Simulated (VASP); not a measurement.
Computed with PBEsol GGA, VASP's PBE PAW potentials (set 64) (plane waves; VASP).

VASP input:

**KPOINTS**
```
kpoints
0
G
 13 13 13
```

### POSCAR
```
CuZn
1
    2.8069816852    -0.0000000000     0.0000000000
   -0.0000000000     2.8069816852     0.0000000000
   -0.0000000000    -0.0000000000     2.8069816852
Zn Cu
1 1
Direct
  0.5000000000   0.5000000000   0.5000000000
  0.0000000000   0.0000000000   0.0000000000
```

**INCAR**
```
ISIF = 3
EDIFF = 1E-6   ! SCF stop (eV)
LASPH = T   ! aspherical one-centre terms
LWAVE = F
PREC = Accurate
SYSTEM = CuZn
LMAXMIX = 4
NSW = 40   ! most ionic steps
ALGO = Normal   ! blocked Davidson
ENCUT = 500   ! plane-wave cut-off (eV)
EDIFFG = -0.02   ! ionic stop
SIGMA = 0.1   ! width (eV)
PSTRESS = 200
IBRION = 2
ISMEAR = 1   ! Methfessel-Paxton
LREAL = F
GGA = PS
NELM = 100
LCHARG = F
```

POTCAR, in this order: Zn Cu (PBE.64 set). Program: vasp_std.

Output of the run:

### OSZICAR
```
       N       E                     dE             d eps       ncg     rms          rms(c)
DAV:   1     0.106420926683E+03    0.10642E+03   -0.11323E+04  2688   0.258E+03
DAV:   2    -0.452079299406E+01   -0.11094E+03   -0.10845E+03  2527   0.329E+02
DAV:   3    -0.736655546138E+01   -0.28458E+01   -0.28384E+01  3101   0.716E+01
DAV:   4    -0.738399483061E+01   -0.17439E-01   -0.17438E-01  2863   0.482E+00
DAV:   5    -0.738421530577E+01   -0.22048E-03   -0.22047E-03  3384   0.589E-01    0.116E+01
DAV:   6    -0.689773342647E+01    0.48648E+00   -0.19196E+01  2760   0.125E+02    0.599E+00
DAV:   7    -0.596031728311E+01    0.93742E+00   -0.43188E+00  2775   0.129E+02    0.301E+00
DAV:   8    -0.595759378597E+01    0.27235E-02   -0.21069E-01  2726   0.621E+00    0.159E+00
DAV:   9    -0.594508371134E+01    0.12510E-01   -0.17594E-02  3485   0.339E+00    0.144E-01
DAV:  10    -0.594501832300E+01    0.65388E-04   -0.95255E-04  4031   0.727E-01    0.430E-02
DAV:  11    -0.594501131245E+01    0.70105E-05   -0.95930E-05  3363   0.367E-01    0.876E-03
DAV:  12    -0.594501124287E+01    0.69580E-07   -0.75535E-06  3211   0.726E-02
   1 F= -.31841909E+01 E0= -.31842584E+01  d E =-.318419E+01
```

### OUTCAR
```
------------------------ aborting loop because EDIFF is reached ----------------------------------------
  FORCE on cell =-STRESS in cart. coord.  units (eV):
  Direction    XX          YY          ZZ          XY          YZ          ZX
  --------------------------------------------------------------------------------------
  Total        2.7409459      2.7409459      2.7409459      0.0000000     -0.0000000      0.0000000
  in kB      198.5602506    198.5602506    198.5602506      0.0000000     -0.0000000      0.0000000
  external PRESSURE =      -1.4397494 kB  Pullay stress =     200.0000000 kB
  volume of cell :       22.12
      direct lattice vectors                 reciprocal lattice vectors
     2.806981685  0.000000000  0.000000000     0.356254551  0.000000000  0.000000000
     0.000000000  2.806981685  0.000000000     0.000000000  0.356254551  0.000000000
     0.000000000  0.000000000  2.806981685     0.000000000  0.000000000  0.356254551
 POSITION                                       TOTAL-FORCE (eV/Angst)
 -----------------------------------------------------------------------------------
      1.40349      1.40349      1.40349         0.000000      0.000000      0.000000
      0.00000      0.00000      0.00000         0.000000      0.000000      0.000000
 -----------------------------------------------------------------------------------
    total drift:                               -0.000000      0.000000      0.000000
  FREE ENERGIE OF THE ION-ELECTRON SYSTEM (eV)
  ---------------------------------------------------
  free  energy   TOTEN  =        -5.9450112429 eV

  energy  without entropy=       -5.9452136736  energy(sigma->0) =       -5.94507872
  enthalpy is  TOTEN    =        -3.1841908753 eV   P V=        2.7608203675

 reached required accuracy - stopping structural energy minimisation
```
(Selected blocks of OUTCAR.)

The compound is CuZn in the CsCl type structure. It was relaxed first under an external pressure of 20 GPa. The electron count is odd and the run is not spin-polarised, which forces a metal.
